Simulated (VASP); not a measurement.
The system is Cu.

```
CELL_PARAMETERS angstrom
0.00000 1.81701 1.81701
1.81701 0.00000 1.81701
1.81701 1.81701 0.00000
ATOMIC_POSITIONS crystal
Cu 0.00000 0.00000 0.00000
```

Base run:

```yaml
Program: VASP 6.6.1
Functional: PBE0
Potentials_or_basis: VASP PAW PBE potentials, release 64 (Cu)
Cutoff: 450 eV
k_mesh: 11 × 11 × 11
Occupations: methfessel-paxton, width 0.1 eV
Spin: no spin polarisation
```

Its results: band gap on the k mesh none (metal or under the smearing width); pressure -1.8 GPa.

After a change of settings the same cell gave: band gap on the k mesh none (metal or under the smearing width); pressure -8.6 GPa. Which change was it?
A. functional from PBE0 to PBEsol; k mesh from 11 × 11 × 11 to 21 × 21 × 21
B. functional from PBE0 to HSE06
C. functional from PBE0 to r2SCAN; k mesh from 11 × 11 × 11 to 21 × 21 × 21

A.

Caveats: the PAW data sets were made with another functional, which shifts forces and pressure a little.

Runs at the PBE level aren't shown here.
